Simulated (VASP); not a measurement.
Output of a VASP run:

**OSZICAR**
```
       N       E                     dE             d eps       ncg     rms          rms(c)
DAV:   1     0.115192893242E+03    0.11519E+03   -0.85493E+03  1128   0.129E+03
DAV:   2    -0.459270740711E+01   -0.11979E+03   -0.11041E+03  1436   0.326E+02
DAV:   3    -0.941008987318E+01   -0.48174E+01   -0.47915E+01  1416   0.627E+01
DAV:   4    -0.955209012336E+01   -0.14200E+00   -0.14190E+00  1756   0.950E+00
DAV:   5    -0.955480375948E+01   -0.27136E-02   -0.27136E-02  1404   0.112E+00    0.632E+00
DAV:   6    -0.831724378066E+01    0.12376E+01   -0.43680E+00  1224   0.184E+01    0.382E+00
DAV:   7    -0.829116679844E+01    0.26077E-01   -0.12490E-01  1508   0.314E+00    0.231E+00
DAV:   8    -0.828855823433E+01    0.26086E-02   -0.54944E-02  1220   0.278E+00    0.208E-01
DAV:   9    -0.829014342149E+01   -0.15852E-02   -0.65195E-03  1520   0.669E-01    0.120E-01
DAV:  10    -0.829070648502E+01   -0.56306E-03   -0.10015E-03  1216   0.316E-01    0.585E-02
DAV:  11    -0.829081591282E+01   -0.10943E-03   -0.39117E-04  1212   0.162E-01    0.223E-02
DAV:  12    -0.829080486047E+01    0.11052E-04   -0.73339E-05  1444   0.727E-02    0.666E-03
DAV:  13    -0.829080457799E+01    0.28248E-06   -0.48858E-06  1228   0.223E-02    0.228E-03
DAV:  14    -0.829080460086E+01   -0.22876E-07   -0.38931E-07  1412   0.580E-03
   1 F= -.86066698E+01 E0= -.86066698E+01  d E =0.000000E+00
```

OUTCAR:
```
------------------------ aborting loop because EDIFF is reached ----------------------------------------
 Edisp (eV)   -0.31587
  FORCE on cell =-STRESS in cart. coord.  units (eV):
  Direction    XX          YY          ZZ          XY          YZ          ZX
  --------------------------------------------------------------------------------------
  Total       0.00667     0.00667     0.00667    -0.00000    -0.00000     0.00000
  in kB       0.27949     0.27949     0.27949    -0.00000    -0.00000     0.00000
  external pressure =        0.28 kB  Pullay stress =        0.00 kB
  volume of cell :       38.22
      direct lattice vectors                 reciprocal lattice vectors
     0.000000000  2.673500000  2.673500000    -0.187020759  0.187020759  0.187020759
     2.673500000  0.000000000  2.673500000     0.187020759 -0.187020759  0.187020759
     2.673500000  2.673500000  0.000000000     0.187020759  0.187020759 -0.187020759
  FREE ENERGIE OF THE ION-ELECTRON SYSTEM (eV)
  ---------------------------------------------------
  free  energy   TOTEN  =        -8.6066697526 eV

  energy  without entropy=       -8.6066697526  energy(sigma->0) =       -8.60666975

 total charge

# of ion       s       p       d       tot
------------------------------------------
    1        1.958   5.593   0.033   7.584
    2        1.730   4.353   0.000   6.083
--------------------------------------------------
tot          3.689   9.946   0.033  13.667
```
(Selected blocks of OUTCAR.)

### POSCAR
```
KF
1
    0.0000000000     2.6735000000     2.6735000000
    2.6735000000     0.0000000000     2.6735000000
    2.6735000000     2.6735000000     0.0000000000
K F
1 1
Direct
  0.0000000000   0.0000000000   0.0000000000
  0.5000000000   0.5000000000   0.5000000000
```

Question: Reconstruct the remaining input files.

Answer: One answer among several that fit: the input of the run itself, PBE GGA with D3 dispersion (Becke-Johnson damping), plane waves, VASP's PBE PAW potentials (set 64).

INCAR:
```
# general
SYSTEM=KF
PREC  =Accurate
ENCUT =520   # plane-wave cut-off (eV)
LREAL =.FALSE.
LASPH =.TRUE.   # aspherical one-centre terms

# electronic loop
EDIFF =1E-7   # SCF stop (eV)
NELM  =100   # most electronic steps
ALGO  =Normal

# smearing
ISMEAR=-5

# functional
GGA   =PE   # PBE
IVDW  =12   # D3, Becke-Johnson

# ions
ISIF  =2

# output
LWAVE =.FALSE.
LCHARG=.TRUE.
LORBIT=11   # lm-projected
NEDOS =601   # DOS grid
```

File KPOINTS:
```
Automatic mesh
0
Gamma
10 10 10
0 0 0
```

POTCAR, in this order: K_sv F (PBE.64 set). Program: vasp_std.

The structure comes from a measured KF entry (Fm-3m) of the Crystallography Open Database, whose conditions weren't checked. The cell was not relaxed at this level.
